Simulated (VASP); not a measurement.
Input:

```xyz
8
Lattice="0.0000 3.0060 3.0060 3.0060 0.0000 3.0060 12.0421 12.0421 -0.0182" Properties=species:S:1:pos:R:3 pbc="T T T"
Hg    11.9550    11.9550     0.0688
Hg     3.0041     3.0041     0.0018
Hg     9.1113     9.1113     5.9185
Hg    12.0389    12.0389     5.9969
Se     1.4777     1.4777     1.5283
Se     4.5672     4.5672     1.4448
S      7.5555     7.5555     1.4624
S     10.4869    10.4869     1.5370
```

Calculation: PBEsol GGA, VASP's PBE PAW potentials (set 64) (plane waves; VASP). Numerical set-up: 400 eV cut-off, Gaussian smearing of 0.050 eV, potentials Hg Se S.

Task: Give the energies of bands 27 to 40 at the high-symmetry points, in eV from the Fermi level.

Result: 
| band | Γ | T | H2 | L | S0 | F |
|---|---|---|---|---|---|---|
| 27 | -3.21 | -1.92 | -5.08 | -4.88 | -5.08 | -4.85 |
| 28 | -1.14 | -1.77 | -5.05 | -4.83 | -5.05 | -4.84 |
| 29 | -1.14 | -1.11 | -3.05 | -2.53 | -3.04 | -2.45 |
| 30 | -0.94 | -1.11 | -2.94 | -2.46 | -2.94 | -2.42 |
| 31 | -0.68 | -0.80 | -2.75 | -2.35 | -2.76 | -2.39 |
| 32 | -0.68 | -0.80 | -2.62 | -2.02 | -2.62 | -2.28 |
| 33 | -0.48 | -0.34 | -1.90 | -1.70 | -1.91 | -1.78 |
| 34 | -0.48 | -0.34 | -1.79 | -1.59 | -1.77 | -1.61 |
| 35 | -0.16 | -0.04 | -1.74 | -1.36 | -1.75 | -1.05 |
| 36 | 0.01 | -0.04 | -1.61 | -1.03 | -1.60 | -0.95 |
| 37 | 0.01 | 0.40 | 2.89 | 1.78 | 2.86 | 1.15 |
| 38 | 0.88 | 0.58 | 2.93 | 1.89 | 2.96 | 2.59 |
| 39 | 1.10 | 1.06 | 2.98 | 2.75 | 2.98 | 2.67 |
| 40 | 1.37 | 1.39 | 3.07 | 2.96 | 3.08 | 2.81 |

It has no gap at this level: it comes out as a metal or semimetal.

The structure was generated: Hg4S2Se2 was put into an ordered model structure (R3m), which need not be its known phase. It was relaxed first.
